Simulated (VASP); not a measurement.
```
CsPbCl3
1.0
    5.62023     0.00000     0.00000
    0.00000     5.62023     0.00000
    0.00000     0.00000     5.62023
Cs Pb Cl
1 1 3
Direct
  0.00000   0.00000   0.00000
  0.50000   0.50000   0.50000
  0.50000   0.00000   0.50000
  0.00000   0.50000   0.50000
  0.50000   0.50000   0.00000
```

All values below come from PBEsol GGA, VASP's PBE PAW potentials (set 64) (plane waves; VASP). Run with 520 eV cut-off, 5×5×5 Γ-centred mesh, tetrahedra with Blöchl corrections, potentials Cs_sv Pb_d Cl.

The cores are frozen, which limits the accuracy of field gradients.

**Question.** Give the principal components of the electric field gradient (V/Å²) and the asymmetry η at each nucleus.

**Answer.** 
| atom | Vxx | Vyy | Vzz | η |
|---|---|---|---|---|
| Cs1 | 0.0 | 0.0 | 0.0 | - |
| Pb2 | 0.0 | 0.0 | 0.0 | - |
| Cl3 | -44.5 | -44.5 | 89.0 | 0.00 |
| Cl4 | -44.5 | -44.5 | 89.0 | 0.00 |
| Cl5 | -44.5 | -44.5 | 89.0 | 0.00 |

The compound is CsPbCl3 in the cubic perovskite structure, the ideal cubic form; the compound distorts at low or room temperature. It was relaxed first.
